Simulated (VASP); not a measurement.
Output of a VASP run:

### OSZICAR
```
       N       E                     dE             d eps       ncg     rms          rms(c)
DAV:   1     0.169814059971E+03    0.16981E+03   -0.12507E+04  1824   0.162E+03
DAV:   2    -0.156572078029E+02   -0.18547E+03   -0.18050E+03  1839   0.322E+02
DAV:   3    -0.252569699038E+02   -0.95998E+01   -0.91957E+01  2112   0.898E+01
DAV:   4    -0.255725452607E+02   -0.31558E+00   -0.30970E+00  2085   0.151E+01
DAV:   5    -0.255822578945E+02   -0.97126E-02   -0.97091E-02  2209   0.277E+00    0.133E+01
DAV:   6    -0.282847934924E+02   -0.27025E+01   -0.36854E+01  2003   0.112E+02    0.175E+01
DAV:   7    -0.240882640762E+02    0.41965E+01   -0.13715E+01  1995   0.780E+01    0.391E+00
DAV:   8    -0.241329641254E+02   -0.44700E-01   -0.16935E+00  2560   0.120E+01    0.273E+00
DAV:   9    -0.240649854463E+02    0.67979E-01   -0.29100E-01  2060   0.919E+00    0.615E-01
DAV:  10    -0.240655364461E+02   -0.55100E-03   -0.92907E-03  1982   0.973E-01    0.467E-01
DAV:  11    -0.240648723914E+02    0.66405E-03   -0.74158E-04  2059   0.277E-01    0.158E-01
DAV:  12    -0.240646174449E+02    0.25495E-03   -0.60072E-04  2602   0.416E-01    0.294E-02
DAV:  13    -0.240646217713E+02   -0.43264E-05   -0.69796E-05  1944   0.599E-02    0.313E-02
DAV:  14    -0.240646209854E+02    0.78586E-06   -0.25215E-06  2093   0.155E-02    0.905E-03
DAV:  15    -0.240646208828E+02    0.10262E-06   -0.18742E-07  1202   0.627E-03    0.127E-03
DAV:  16    -0.240646208798E+02    0.29768E-08   -0.11196E-07  1020   0.399E-03
   1 F= -.24064621E+02 E0= -.24064231E+02  d E =-.240646E+02
```

### OUTCAR
```
------------------------ aborting loop because EDIFF is reached ----------------------------------------
  FORCE on cell =-STRESS in cart. coord.  units (eV):
  Direction    XX          YY          ZZ          XY          YZ          ZX
  --------------------------------------------------------------------------------------
  Total       -3.1190986     -3.1190989     -3.1453691      0.0000000     -0.0000000     -0.0000000
  in kB      -71.7858889    -71.7858956    -72.3905042      0.0000000     -0.0000000     -0.0000000
  external PRESSURE =     -71.9874296 kB  Pullay stress =       0.0000000 kB
  volume of cell :       69.61
      direct lattice vectors                 reciprocal lattice vectors
     1.978554587 -3.426957230  0.000000000     0.252709732 -0.145902025  0.000000000
     1.978554587  3.426957230  0.000000000     0.252709732  0.145902025  0.000000000
     0.000000000  0.000000000  5.133503762     0.000000000  0.000000000  0.194798727
 POSITION                                       TOTAL-FORCE (eV/Angst)
 -----------------------------------------------------------------------------------
      0.00000      0.00000      2.56675         0.000000      0.000000     -0.000000
      0.00000      0.00000      0.00000         0.000000      0.000000     -0.000000
      1.97855      1.14232      1.28338        -0.000000      0.000000      0.000000
      1.97855     -1.14232      3.85013         0.000000     -0.000000     -0.000000
 -----------------------------------------------------------------------------------
    total drift:                               -0.000000      0.000000      0.000000
  FREE ENERGIE OF THE ION-ELECTRON SYSTEM (eV)
  ---------------------------------------------------
  free  energy   TOTEN  =       -24.0646208798 eV

  energy  without entropy=      -24.0634510622  energy(sigma->0) =      -24.06423094

 reached required accuracy - stopping structural energy minimisation
```
(Selected blocks of OUTCAR.)

**POSCAR**
```
NiSb
1
    1.9785545867    -3.4269572298     0.0000000000
    1.9785545867     3.4269572298     0.0000000000
    0.0000000000     0.0000000000     5.1335037618
Ni Sb
2 2
Direct
  0.0000000000   0.0000000000   0.5000000000
  0.0000000000   0.0000000000   0.0000000000
  0.3333330000   0.6666670000   0.2500000000
  0.6666670000   0.3333330000   0.7500000000
```

Problem. Reconstruct the remaining input files.

Solution. This is not unique; one that fits is the input of the run itself, LDA (Ceperley-Alder, Perdew-Zunger), plane waves, VASP's LDA PAW potentials (set 64).

### INCAR
```
# general
SYSTEM =NiSb
PREC   =Accurate
ENCUT  =520
LREAL  =.FALSE.
LASPH  =.TRUE.

# electronic loop
EDIFF  =1E-7
NELM   =100
ALGO   =Normal
LMAXMIX=4

# smearing
ISMEAR =1
SIGMA  =0.1

# ions
IBRION =2
NSW    =30
ISIF   =4
EDIFFG =-0.01

# output
LWAVE  =.FALSE.
LCHARG =.FALSE.
```

KPOINTS:
```
Automatic mesh
0
Gamma
9 9 6
0 0 0
```

POTCAR, in this order: Ni Sb (LDA.64 set). Program: vasp_std.

The compound is NiSb in the NiAs type structure. This cell is one point of a volume scan, at 1.06 of the reference volume. The run is not spin-polarised, so no magnetic state was tried.
